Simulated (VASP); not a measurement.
Here is the system:

```yaml
crystal:
  lattice:
    - [4.00697, 0.00000, 0.00000]
    - [0.00000, 4.00697, 0.00000]
    - [0.00000, 0.00000, 4.00697]
  atoms:
    - { symbol: Ba, position: [0.00000, 0.00000, 0.00000] }
    - { symbol: Ti, position: [0.50000, 0.50000, 0.50000] }
    - { symbol: O, position: [0.50000, 0.00000, 0.50000] }
    - { symbol: O, position: [0.00000, 0.50000, 0.50000] }
    - { symbol: O, position: [0.50000, 0.50000, 0.00000] }
```

Calculation: optB86b-vdW, VASP's PBE PAW potentials (set 64) (plane waves; VASP). Run with 520 eV cut-off, 6×6×6 Γ-centred mesh, tetrahedra with Blöchl corrections, potentials Ba_sv Ti_sv O.

The cores are frozen, which limits the accuracy of field gradients.

**Question.** Give the principal components of the electric field gradient (V/Å²) and the asymmetry η at each nucleus.

**Answer.** 
```csv
atom,Vxx,Vyy,Vzz,η
Ba1,0.0,0.0,0.0,-
Ti2,0.0,0.0,0.0,-
O3,-11.9,-11.9,23.9,0.00
O4,-11.9,-11.9,23.9,0.00
O5,-11.9,-11.9,23.9,0.00
```

The compound is BaTiO3 in the cubic perovskite structure, the ideal cubic form; the compound distorts at low or room temperature. It was relaxed first.
